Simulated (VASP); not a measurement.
# NaCl: convergence with the k-mesh and SCF threshold

How sensitive are energy and pressure of NaCl to the k-mesh and SCF threshold? The series runs use r2SCAN. The k-mesh tried: 2 2 2; 3 3 3; 4 4 4; 5 5 5; 6 6 6; 8 8 8; 10 10 10; 13 13 13. The SCF threshold tried: EDIFF = 0.01; EDIFF = 0.001; EDIFF = 1E-04; EDIFF = 1E-05; EDIFF = 1E-06; EDIFF = 1E-08. The start is a cell from a database of measured crystal structures.

Method: r2SCAN; plane waves and PAW (Na_pv, Cl), in VASP 6.6.1.

The database entry behind the starting cell differs from later determinations by our own check (an axis about 0.4 % short against later determinations), so it need not match the best structure at ambient conditions.

## Step 1: The starting structure

It takes space group Fm-3m (No. 225, cubic). Conventional cell: a = 5.620 Å, b = 5.620 Å, c = 5.620 Å, α = 90.00°, β = 90.00°, γ = 90.00°. Na has 6 Cl at 2.81 Å nearest. Nearest to Cl lie 6 Na at 2.81 Å. Farther neighbours and most contacts between anions are not listed.

## Step 2: K-mesh: 2 2 2

The sum over the zone converges with the mesh, fast for insulators and slowly for metals. r2SCAN adds the kinetic-energy density, costs more than a GGA and is run with LASPH.

Input file INCAR:

```
SYSTEM = NaCl
PREC = Accurate
ENCUT = 400
EDIFF = 1E-06
NELM = 100
ISMEAR = -1
SIGMA = 0.05
LREAL = .FALSE.
ALGO = Normal
METAGGA = R2SCAN
LASPH = .TRUE.
NBANDS = 13
LORBIT = 11
LWAVE = .FALSE.
LCHARG = .FALSE.
NCORE = 2
ISIF = 2
```

Input file POSCAR:

```
NaCl
1.0
    0.0000000000      2.8100000000      2.8100000000
    2.8100000000      0.0000000000      2.8100000000
    2.8100000000      2.8100000000      0.0000000000
Na Cl
1 1
Direct
    0.0000000000      0.0000000000      0.0000000000
    0.5000000000      0.5000000000      0.5000000000
```

Input file KPOINTS:

```
Automatic mesh
0
Gamma
2 2 2
0 0 0
```

PAW data sets: Na_pv and Cl (PBE family, release 64).

Run with:

```
$ mpirun -np 2 vasp_std
```

The program printed:

```text
[banner, memory and clock lines left out]
running    2 mpi-ranks, on    1 nodes
 distrk:  each k-point on    2 cores,    1 groups
 distr:  one band on    2 cores,    1 groups

 POSCAR found type information on POSCAR NaCl
 POSCAR found :  2 types and       2 ions
|                                                                             |
|               ----> ADVICE to this user running VASP <----                  |
|                                                                             |
|     You enforced a specific xc type in the INCAR file but a different       |
|     [... a line on the potential file left out ...]
|     I HOPE YOU KNOW WHAT YOU ARE DOING!                                     |
|                                                                             |

 LDA part: xc-table for (None), standard interpolation
 POSCAR, INCAR and KPOINTS ok, starting setup
 FFT: planning ... GRIDC
 FFT: planning ... GRID_SOFT
 FFT: planning ... GRID
 WAVECAR not read
 entering main loop
       N       E                     dE             d eps       ncg     rms          rms(c)
DAV:   1     0.781961762207E+02    0.78196E+02   -0.65967E+03    78   0.934E+02
DAV:   2    -0.877049275344E+01   -0.86967E+02   -0.79907E+02    83   0.247E+02
DAV:   3    -0.156160506506E+02   -0.68456E+01   -0.68074E+01    98   0.683E+01
DAV:   4    -0.157369134043E+02   -0.12086E+00   -0.12075E+00    98   0.945E+00
DAV:   5    -0.157396508394E+02   -0.27374E-02   -0.27373E-02    93   0.149E+00    0.239E+00
DAV:   6    -0.135547978858E+02    0.21849E+01   -0.64951E-01    83   0.774E+00    0.244E+00
DAV:   7    -0.135317485631E+02    0.23049E-01   -0.15932E-01    88   0.291E+00    0.137E+00
DAV:   8    -0.135401851724E+02   -0.84366E-02   -0.45675E-03    78   0.643E-01    0.423E-01
DAV:   9    -0.135427646464E+02   -0.25795E-02   -0.35487E-03    78   0.538E-01    0.122E-01
DAV:  10    -0.135428970963E+02   -0.13245E-03   -0.25251E-04   108   0.118E-01    0.158E-01
DAV:  11    -0.135428578028E+02    0.39294E-04   -0.92397E-05    78   0.568E-02    0.732E-03
DAV:  12    -0.135428536983E+02    0.41045E-05   -0.28331E-06    93   0.126E-02    0.570E-03
DAV:  13    -0.135428539060E+02   -0.20768E-06   -0.37347E-08    44   0.182E-03
   1 F= -.13542854E+02 E0= -.13542854E+02  d E =-.483838E-10
```

Wall time 3.6 s (2 MPI ranks of AMD EPYC 9R45, shared host); peak memory 0.2 GiB.

Lines that name or quote the potential files are left out of all logs, and their timing lines are given in words.

From OUTCAR (step 2):

```text
ion  position               nearest neighbor table
   1  0.000  0.000  0.000-
   2  0.500  0.500  0.500-

  LATTYP: Found a face centered cubic cell.
 ALAT       =     5.6200000000

 Subroutine GETGRP returns: Found 48 space group operations
 (whereof 48 operations were pure point group operations)

The static configuration has the point symmetry O_h .

 Found      3 irreducible k-points:

   k-points           NKPTS =      3   k-points in BZ     NKDIM =      3   number of bands    NBANDS=     13

   dimension x,y,z NGX =    28 NGY =   28 NGZ =   28
   dimension x,y,z NGXF=    56 NGYF=   56 NGZF=   56

   ENCUT  =  400.0 eV  29.40 Ry    5.42 a.u.   6.48  6.48  6.48*2*pi/ulx,y,z

   NELECT =      14.0000    total number of electrons

 k-points in reciprocal lattice and weights: Automatic mesh
   0.00000000  0.00000000  0.00000000       0.125
   0.50000000  0.00000000  0.00000000       0.500
   0.50000000  0.50000000  0.00000000       0.375

 average (electrostatic) potential at core
       1 -52.1840       2 -96.5987

 E-fermi :   0.2338

 k-point     1 :       0.0000    0.0000    0.0000
  band No.  band energies     occupation
    ...
      3     -22.6658      2.00000
      4     -14.1800      2.00000
      5      -0.9505      2.00000
      6      -0.9505      2.00000
      7      -0.9505      2.00000
      8       4.9316      0.00000
      9      10.7322      0.00000
     10      10.7323      0.00000
     11      10.7323      0.00000
     12      12.9979      0.00000
    ...

 k-point     2 :       0.5000    0.0000    0.0000
  band No.  band energies     occupation
    ...
      3     -22.6676      2.00000
      4     -13.8228      2.00000
      5      -2.9353      2.00000
      6      -1.2389      2.00000
      7      -1.2389      2.00000
      8       6.9241      0.00000
      9      10.6968      0.00000
     10      10.7501      0.00000
     11      10.7503      0.00000
     12      14.9781      0.00000
    ...

 k-point     3 :       0.5000    0.5000    0.0000
  band No.  band energies     occupation
    ...
      3     -22.6735      2.00000
      4     -13.7711      2.00000
      5      -2.6881      2.00000
      6      -1.5779      2.00000
      7      -1.5779      2.00000
      8       7.4176      0.00000
      9       7.5567      0.00000
     10      11.2827      0.00000
     11      14.9833      0.00000
     12      14.9834      0.00000
    ...

  Total        0.3638499      0.3638499      0.3638499     -0.0000000     -0.0000000      0.0000000
  in kB       13.1366281     13.1366281     13.1366281     -0.0000000     -0.0000000      0.0000000
  external PRESSURE =      13.1366281 kB  Pullay stress =       0.0000000 kB

  energy-cutoff  :      400.00
  volume of cell :       44.38
      direct lattice vectors                 reciprocal lattice vectors
     0.000000000  2.810000000  2.810000000    -0.177935943  0.177935943  0.177935943
     2.810000000  0.000000000  2.810000000     0.177935943 -0.177935943  0.177935943
     2.810000000  2.810000000  0.000000000     0.177935943  0.177935943 -0.177935943

 POSITION                                       TOTAL-FORCE (eV/Angst)
 -----------------------------------------------------------------------------------
      0.00000      0.00000      0.00000        -0.000000      0.000000     -0.000000
      2.81000      2.81000      2.81000         0.000000      0.000000      0.000000
 -----------------------------------------------------------------------------------
    total drift:                                0.000000      0.000000      0.000000

  FREE ENERGIE OF THE ION-ELECTRON SYSTEM (eV)
  ---------------------------------------------------
  free  energy   TOTEN  =       -13.5428539060 eV

  energy  without entropy=      -13.5428539059  energy(sigma->0) =      -13.54285391

 total charge
# of ion       s       p       d       tot
------------------------------------------
    1        0.030   5.979   0.000   6.009
    2        1.586   3.651   0.000   5.237
--------------------------------------------------
tot          1.616   9.630   0.000  11.246
```

The gap is read on the k-mesh alone, so it is an upper bound where the band edges lie off the mesh. The PAW data sets were made with PBE, which is usual practice but a small mismatch for other functionals.

Numbers from this step:

- SCF cycles: 13
- electrons: 14
- bands: 13
- irreducible k-points: 3
- symmetry operations: 48
- free energy (TOTEN): -13.54 eV
- Fermi energy: 0.2338 eV
- pressure: 1.314 GPa
- metallic: no
- valence top at k: 0, 0, 0
- conduction bottom at k: 0, 0, 0
- least direct gap at k: 0, 0, 0
- gap on the k-mesh: 5.882 eV
- least direct gap on the k-mesh: 5.882 eV

The series starts at -6.7714 eV an atom and 1.31 GPa, after 13 cycles in 3.6 s.

## Step 3: K-mesh: 3 3 3

INCAR: that of step 2 with these lines changed.

```diff
@@ -15,3 +15,3 @@
 LCHARG = .FALSE.
-NCORE = 2
+KPAR = 2
 ISIF = 2
```

POSCAR is that of step 2.

Input file KPOINTS:

```
Automatic mesh
0
Gamma
3 3 3
0 0 0
```

Run with:

```
$ mpirun -np 2 vasp_std
```

The program printed:

```text
[banner, memory and clock lines left out]
running    2 mpi-ranks, on    1 nodes
[...]
[... a notice as in an earlier step ...]

 LDA part: xc-table for (None), standard interpolation
 POSCAR, INCAR and KPOINTS ok, starting setup
[...]
entering main loop
       N       E                     dE             d eps       ncg     rms          rms(c)
DAV:   1     0.830158339975E+02    0.83016E+02   -0.67615E+03   104   0.922E+02
DAV:   2    -0.896131927440E+01   -0.91977E+02   -0.82743E+02   119   0.254E+02
DAV:   3    -0.158386397017E+02   -0.68773E+01   -0.68462E+01   134   0.665E+01
DAV:   4    -0.159487195096E+02   -0.11008E+00   -0.11004E+00   114   0.995E+00
[...]
DAV:  11    -0.137722741903E+02   -0.10303E-04   -0.69962E-05   104   0.678E-02    0.436E-02
DAV:  12    -0.137722756828E+02   -0.14924E-05   -0.43581E-06   114   0.158E-02    0.152E-03
DAV:  13    -0.137722760494E+02   -0.36661E-06   -0.17754E-07    57   0.351E-03
   1 F= -.13772276E+02 E0= -.13772276E+02  d E =-.137603E-10
```

It took 5.2 s on 2 MPI ranks; peak memory 0.24 GiB.

OUTCAR, selected parts (step 3):

```text
  Total       -0.1308846     -0.1308846     -0.1308846     -0.0000000      0.0000000     -0.0000000
  in kB       -4.7255275     -4.7255275     -4.7255275     -0.0000000      0.0000000     -0.0000000
  external PRESSURE =      -4.7255275 kB  Pullay stress =       0.0000000 kB

 POSITION                                       TOTAL-FORCE (eV/Angst)
 -----------------------------------------------------------------------------------
      0.00000      0.00000      0.00000        -0.000000      0.000000     -0.000000
      2.81000      2.81000      2.81000         0.000000     -0.000000      0.000000
 -----------------------------------------------------------------------------------
    total drift:                                0.000000      0.000000      0.000000

  FREE ENERGIE OF THE ION-ELECTRON SYSTEM (eV)
  ---------------------------------------------------
  free  energy   TOTEN  =       -13.7722760494 eV

  energy  without entropy=      -13.7722760494  energy(sigma->0) =      -13.77227605

[... 1 part as in an earlier step ...]

[... 2 further parts left out ...]
[key lines of the parts left out:]
E-fermi :   0.1053
```

Against the run before the energy moves by -114.71 meV an atom and the pressure by -1.79 GPa, after 13 cycles in 5.2 s.

## Step 4: K-mesh: 4 4 4

INCAR is that of step 3.

POSCAR is that of step 3.

Input file KPOINTS:

```
Automatic mesh
0
Gamma
4 4 4
0 0 0
```

Run with:

```
$ mpirun -np 2 vasp_std
```

The program printed:

```text
[... set-up lines as in an earlier step ...]
 entering main loop
       N       E                     dE             d eps       ncg     rms          rms(c)
DAV:   1     0.826053029873E+02    0.82605E+02   -0.63013E+03   213   0.887E+02
DAV:   2    -0.939839286331E+01   -0.92004E+02   -0.87076E+02   256   0.270E+02
DAV:   3    -0.158672378767E+02   -0.64688E+01   -0.64484E+01   268   0.689E+01
DAV:   4    -0.159625805046E+02   -0.95343E-01   -0.95323E-01   241   0.920E+00
[...]
DAV:  11    -0.137868828888E+02   -0.81365E-05   -0.63171E-05   213   0.653E-02    0.393E-02
DAV:  12    -0.137868842010E+02   -0.13122E-05   -0.39645E-06   248   0.151E-02    0.353E-03
DAV:  13    -0.137868846587E+02   -0.45768E-06   -0.10438E-07   177   0.306E-03
   1 F= -.13786885E+02 E0= -.13786885E+02  d E =-.952760E-10
```

Elapsed: 7 s, on 2 MPI ranks; peak memory 0.23 GiB.

From OUTCAR (step 4):

```text
  Total       -0.1756523     -0.1756523     -0.1756523      0.0000000      0.0000000     -0.0000000
  in kB       -6.3418433     -6.3418433     -6.3418433      0.0000000      0.0000000     -0.0000000
  external PRESSURE =      -6.3418433 kB  Pullay stress =       0.0000000 kB

 POSITION                                       TOTAL-FORCE (eV/Angst)
 -----------------------------------------------------------------------------------
      0.00000      0.00000      0.00000         0.000000      0.000000      0.000000
      2.81000      2.81000      2.81000        -0.000000     -0.000000      0.000000
 -----------------------------------------------------------------------------------
    total drift:                                0.000000      0.000000      0.000000

  FREE ENERGIE OF THE ION-ELECTRON SYSTEM (eV)
  ---------------------------------------------------
  free  energy   TOTEN  =       -13.7868846587 eV

  energy  without entropy=      -13.7868846586  energy(sigma->0) =      -13.78688466

[... 1 part as in an earlier step ...]

[... 2 further parts left out ...]
[key lines of the parts left out:]
E-fermi :  -0.0429
```

Against the run before the energy moves by -7.30 meV an atom and the pressure by -0.16 GPa, after 13 cycles in 7 s.

## Step 5: K-mesh: 5 5 5

INCAR is that of step 4.

POSCAR is that of step 4.

Input file KPOINTS:

```
Automatic mesh
0
Gamma
5 5 5
0 0 0
```

Run with:

```
$ mpirun -np 2 vasp_std
```

The program printed:

```text
[... set-up lines as in an earlier step ...]
 entering main loop
       N       E                     dE             d eps       ncg     rms          rms(c)
DAV:   1     0.795918968521E+02    0.79592E+02   -0.65301E+03   268   0.955E+02
DAV:   2    -0.884727141865E+01   -0.88439E+02   -0.82252E+02   278   0.244E+02
DAV:   3    -0.158481238195E+02   -0.70009E+01   -0.69518E+01   350   0.695E+01
DAV:   4    -0.159638036804E+02   -0.11568E+00   -0.11564E+00   285   0.962E+00
[...]
DAV:  11    -0.137884669729E+02   -0.17230E-04   -0.69375E-05   280   0.697E-02    0.481E-02
DAV:  12    -0.137884698787E+02   -0.29058E-05   -0.49858E-06   300   0.166E-02    0.188E-03
DAV:  13    -0.137884699712E+02   -0.92448E-07   -0.13837E-07   155   0.337E-03
   1 F= -.13788470E+02 E0= -.13788470E+02  d E =-.860714E-11
```

Elapsed: 8 s, on 2 MPI ranks; peak memory 0.24 GiB; 15 s of CPU time.

Parts of OUTCAR (step 5):

```text
  Total       -0.1791471     -0.1791471     -0.1791471      0.0000000      0.0000000     -0.0000000
  in kB       -6.4680222     -6.4680222     -6.4680222      0.0000000      0.0000000     -0.0000000
  external PRESSURE =      -6.4680222 kB  Pullay stress =       0.0000000 kB

 POSITION                                       TOTAL-FORCE (eV/Angst)
 -----------------------------------------------------------------------------------
      0.00000      0.00000      0.00000        -0.000000      0.000000      0.000000
      2.81000      2.81000      2.81000         0.000000     -0.000000     -0.000000
 -----------------------------------------------------------------------------------
    total drift:                                0.000000      0.000000      0.000000

  FREE ENERGIE OF THE ION-ELECTRON SYSTEM (eV)
  ---------------------------------------------------
  free  energy   TOTEN  =       -13.7884699712 eV

  energy  without entropy=      -13.7884699711  energy(sigma->0) =      -13.78846997

[... 1 part as in an earlier step ...]

[... 2 further parts left out ...]
[key lines of the parts left out:]
E-fermi :   0.0648
```

Against the run before the energy moves by -0.79 meV an atom and the pressure by -0.01 GPa, after 13 cycles in 8 s.

## Step 6: K-mesh: 6 6 6

INCAR is that of step 5.

POSCAR is that of step 5.

Input file KPOINTS:

```
Automatic mesh
0
Gamma
6 6 6
0 0 0
```

Run with:

```
$ mpirun -np 2 vasp_std
```

The program printed:

```text
[... set-up lines as in an earlier step ...]
 entering main loop
       N       E                     dE             d eps       ncg     rms          rms(c)
DAV:   1     0.839105851465E+02    0.83911E+02   -0.65823E+03   424   0.902E+02
DAV:   2    -0.877844401333E+01   -0.92689E+02   -0.85437E+02   464   0.256E+02
DAV:   3    -0.158404767106E+02   -0.70620E+01   -0.70172E+01   536   0.702E+01
DAV:   4    -0.159633616997E+02   -0.12288E+00   -0.12285E+00   461   0.102E+01
[...]
DAV:  11    -0.137884190805E+02   -0.15022E-04   -0.64738E-05   471   0.672E-02    0.462E-02
DAV:  12    -0.137884221873E+02   -0.31067E-05   -0.47953E-06   476   0.162E-02    0.354E-03
DAV:  13    -0.137884222438E+02   -0.56569E-07   -0.11418E-07   301   0.320E-03
   1 F= -.13788422E+02 E0= -.13788422E+02  d E =-.317006E-10
```

Elapsed: 11 s, on 2 MPI ranks; peak memory 0.24 GiB; 20 s of CPU time.

Parts of OUTCAR (step 6):

```text
  Total       -0.1800254     -0.1800254     -0.1800254     -0.0000000     -0.0000000      0.0000000
  in kB       -6.4997319     -6.4997319     -6.4997319     -0.0000000     -0.0000000      0.0000000
  external PRESSURE =      -6.4997319 kB  Pullay stress =       0.0000000 kB

 POSITION                                       TOTAL-FORCE (eV/Angst)
 -----------------------------------------------------------------------------------
      0.00000      0.00000      0.00000         0.000000     -0.000000      0.000000
      2.81000      2.81000      2.81000         0.000000      0.000000     -0.000000
 -----------------------------------------------------------------------------------
    total drift:                                0.000000      0.000000      0.000000

  FREE ENERGIE OF THE ION-ELECTRON SYSTEM (eV)
  ---------------------------------------------------
  free  energy   TOTEN  =       -13.7884222438 eV

  energy  without entropy=      -13.7884222438  energy(sigma->0) =      -13.78842224

[... 1 part as in an earlier step ...]

[... 2 further parts left out ...]
[key lines of the parts left out:]
E-fermi :  -0.0111
```

Against the run before the energy moves by +0.02 meV an atom while the pressure stays within 0.01 GPa, after 13 cycles in 11 s.

## Step 7: K-mesh: 8 8 8

INCAR is that of step 6.

POSCAR is that of step 6.

Input file KPOINTS:

```
Automatic mesh
0
Gamma
8 8 8
0 0 0
```

Run with:

```
$ mpirun -np 2 vasp_std
```

The program printed:

```text
[... set-up lines as in an earlier step ...]
 entering main loop
       N       E                     dE             d eps       ncg     rms          rms(c)
DAV:   1     0.772664680042E+02    0.77266E+02   -0.65492E+03   778   0.930E+02
DAV:   2    -0.896424854470E+01   -0.86231E+02   -0.79933E+02   814   0.244E+02
DAV:   3    -0.158498547354E+02   -0.68856E+01   -0.68442E+01   974   0.690E+01
DAV:   4    -0.159637372121E+02   -0.11388E+00   -0.11385E+00   829   0.976E+00
[...]
DAV:  11    -0.137884457985E+02   -0.16930E-04   -0.65737E-05   839   0.683E-02    0.489E-02
DAV:  12    -0.137884493239E+02   -0.35254E-05   -0.50184E-06   884   0.166E-02    0.319E-03
DAV:  13    -0.137884494307E+02   -0.10687E-06   -0.12269E-07   548   0.329E-03
   1 F= -.13788449E+02 E0= -.13788449E+02  d E =-.509440E-10
```

It took 17 s on 2 MPI ranks; peak memory 0.25 GiB; 34 s of CPU time.

OUTCAR, selected parts (step 7):

```text
  Total       -0.1798731     -0.1798731     -0.1798731     -0.0000000     -0.0000000     -0.0000000
  in kB       -6.4942342     -6.4942342     -6.4942342     -0.0000000     -0.0000000     -0.0000000
  external PRESSURE =      -6.4942342 kB  Pullay stress =       0.0000000 kB

 POSITION                                       TOTAL-FORCE (eV/Angst)
 -----------------------------------------------------------------------------------
      0.00000      0.00000      0.00000         0.000000      0.000000      0.000000
      2.81000      2.81000      2.81000         0.000000     -0.000000     -0.000000
 -----------------------------------------------------------------------------------
    total drift:                                0.000000      0.000000      0.000000

  FREE ENERGIE OF THE ION-ELECTRON SYSTEM (eV)
  ---------------------------------------------------
  free  energy   TOTEN  =       -13.7884494307 eV

  energy  without entropy=      -13.7884494307  energy(sigma->0) =      -13.78844943

[... 1 part as in an earlier step ...]

[... 2 further parts left out ...]
[key lines of the parts left out:]
E-fermi :  -0.0432
```

Against the run before the energy moves by -0.01 meV an atom while the pressure stays within 0.01 GPa, after 13 cycles in 17 s.

(Part 1 of 2 ends here.)

[Lines on the potential files, build, host, timing and source positions are cut from VASP's logs without a mark.]

[Logs are printed without paths, hosts, clocks, repeated set-up lines and the standing remarks that a program may print on its own settings, such as how far it seeks lower states.]

[Hosts, paths, dates, database ids (printed as entryN), source tags and the programs' standing remarks are cut or masked in the printed files.]

[A measured line is paired with the nearest computed mode of its activity, which favours agreement.]
